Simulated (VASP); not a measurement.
An input for Quantum ESPRESSO's pw.x (written as the equivalent of a VASP run, and not itself run):

```
&CONTROL
  calculation = 'scf'
  pseudo_dir = './pseudo'
  outdir = './out'
  tprnfor = .true.
  tstress = .true.
/
&SYSTEM
  ibrav = 0
  nat = 2
  ntyp = 1
  ecutwfc = 84
  occupations = 'smearing'
  smearing = 'methfessel-paxton'
  degauss = 0.00735
  input_dft = 'pbe'
/
&ELECTRONS
  conv_thr = 7.3e-05
  electron_maxstep = 100
/
ATOMIC_SPECIES
  As 74.922 As.upf
CELL_PARAMETERS angstrom
     3.7539710   -1.9176000    0.0000000
     3.7539710    1.9176000    0.0000000
     2.7744240    0.0000000    3.1736500
ATOMIC_POSITIONS crystal
  As   0.2270000  0.2270000  0.2270000
  As   0.7730000  0.7730000  0.7730000
K_POINTS automatic
  10 10 10 0 0 0
```

Task: Translate this input to VASP (INCAR, KPOINTS, POSCAR, choice of POTCAR).

Result: One answer among several that fit: 
INCAR:
```
ENCUT  =  400
SYSTEM  =  As
GGA  =  PE   # PBE
ISMEAR  =  1   # Methfessel-Paxton
ALGO  =  Normal
LCHARG  =  .False.
LASPH  =  .True.   # aspherical one-centre terms
ISIF  =  2   # forces and stress, cell fixed
LREAL  =  .False.   # projection in real space or not
SIGMA  =  0.1   # width (eV)
LWAVE  =  .False.
EDIFF  =  1E-3
PREC  =  Accurate
LMAXMIX  =  4   # l cut-off of mixed one-centre charges
NELM  =  100   # most electronic steps
```

POSCAR:
```
As
4.2153870
  0.8905400619  -0.4549048522   0.0000000000
  0.8905400619   0.4549048522   0.0000000000
  0.6581659051   0.0000000000   0.7528727493
As
2
direct
  0.2270000000   0.2270000000   0.2270000000
  0.7730000000   0.7730000000   0.7730000000
```

KPOINTS:
```
Automatic mesh
0
Gamma
10 10 10
0 0 0
```

POTCAR, in this order: As (PBE.64 set). Program: vasp_std.

The two are equivalent in intent, not identical: the potentials are each code's own (VASP's PAW set, PseudoDojo norm-conserving files in pw.x), so ENCUT and ecutwfc are chosen apart and not converted; conv_thr bounds pw.x's estimated SCF error, while EDIFF bounds the energy change between steps.

The compound is As in the a7 structure. The cell was not relaxed at this level. The run is one of a series of settings (EDIFF = 1E-3 against the base run), some of them coarse on purpose.
